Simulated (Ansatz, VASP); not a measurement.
TiAl4Ni3: VASP beside Ansatz

```
CELL_PARAMETERS angstrom
2.87986 0.00000 0.00000
0.00000 2.87986 0.00000
0.00000 0.00000 12.66756
ATOMIC_POSITIONS crystal
Ti 0.50000 0.50000 0.00000
Al 0.00000 0.00000 0.84430
Al 0.00000 0.00000 0.15570
Al 0.00000 0.00000 0.38537
Al 0.00000 0.00000 0.61463
Ni 0.50000 0.50000 0.27098
Ni 0.50000 0.50000 0.50000
Ni 0.50000 0.50000 0.72902
```

Alike in both runs: task single point; functional PBE; k mesh 8 × 8 × 2; occupations gaussian, width 0.2 eV; no spin polarisation.

```csv
,VASP,Ansatz
version,VASP 6.6.1,Ansatz 0.2.0
potentials or method,"VASP PAW PBE potentials, release 64 (Ti_sv, Al, Ni)","scalar-relativistic, plane waves, PAW"
plane-wave cutoff (eV),520,420
valence electrons in the cell,54,78
```

```csv
,VASP,Ansatz,Ansatz less VASP
gap on the k mesh at the Fermi level (eV),none,none,-
pressure (GPa),0.1,0.1,0.00
largest component of the traceless stress (GPa),0.49,0.50,+0.009
rms of the force components (eV/Å),0.008,0.009,+0.0003
```

Atom by atom the forces differ by 0.001 eV/Å (rms over components). A gap of «none» marks a metal or a gap that the smearing closes. The two sets of potentials don't hold the same shells in valence.

Spin polarisation is off, so any magnetic state and its effect on volume and gap are missing.
